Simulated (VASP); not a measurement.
Crystal: InGaO.

```
In Ga O
1.0
     3.20000    0.00000    0.00000
    -1.60000    2.77128    0.00000
     0.00000    0.00000   11.40000
In Ga O
2 2 2
Direct
  0.33333 0.66667 0.61000
  0.66667 0.33333 0.39000
  0.00000 0.00000 0.11000
  0.00000 0.00000 0.89000
  0.33333 0.66667 0.17700
  0.66667 0.33333 0.82300
```

The cell was built by a generator and needn't be a form met in nature.

```yaml
Program: VASP 6.6.1
Task: relaxation of cell and atoms
Functional: PBE
Potentials_or_basis: VASP PAW PBE potentials, release 64 (In_d, Ga_d, O)
Cutoff: 520 eV
k_mesh: 5 × 5 × 2
Occupations: gaussian, width 0.15 eV
Spin: no spin polarisation
```

At the start: pressure 4.6 GPa; volume 16.85 Å³/atom.

Where does the relaxation end?

Over 22 steps the energy falls by 107.7 meV/atom and the volume is 19.28 Å³/atom (+14.4 %); space group P-3m1 (No. 164, to 0.05 Å).

Step by step:
```csv
step,energy change (eV),largest force (eV/Å),pressure (GPa),volume (Å³)
1,0.0000,0.8089,4.60,101.10
2,-0.2821,0.6112,-0.32,108.27
3,-0.2954,0.6021,-2.56,111.81
4,-0.2982,0.6096,-1.84,110.53
5,-0.3844,0.6221,-0.84,108.58
6,-0.3982,0.9406,1.67,106.35
7,-0.4049,0.8852,1.39,106.98
8,-0.4670,0.5256,1.71,107.28
9,-0.5212,0.3978,1.59,107.69
10,-0.5055,1.1391,2.26,108.47
11,-0.5359,0.4814,1.79,107.96
12,-0.5866,0.4290,-0.94,110.87
13,-0.5893,0.4110,-0.02,111.12
14,-0.5941,0.4005,-0.36,111.63
15,-0.6009,0.3761,-0.72,112.64
16,-0.6035,0.3344,-2.75,114.68
17,-0.6029,0.3729,-1.04,113.13
18,-0.6235,0.2561,0.30,112.85
19,-0.6235,0.2535,0.25,112.84
20,-0.6318,0.1521,0.21,113.19
21,-0.6424,0.0880,0.49,114.07
22,-0.6461,0.0343,-0.31,115.69
```

Final structure:
```
In Ga O
1.0
     3.17483    0.00000    0.00000
    -1.58741    2.74948    0.00000
     0.00000    0.00000   13.25295
In Ga O
2 2 2
Direct
  0.33333 0.66667 0.61040
  0.66667 0.33333 0.38960
  0.00000 0.00000 0.09475
  0.00000 0.00000 0.90525
  0.33333 0.66667 0.14872
  0.66667 0.33333 0.85128
```

Caveat: the k mesh is coarse (spacing up to 0.45 Å⁻¹), so the values aren't converged.
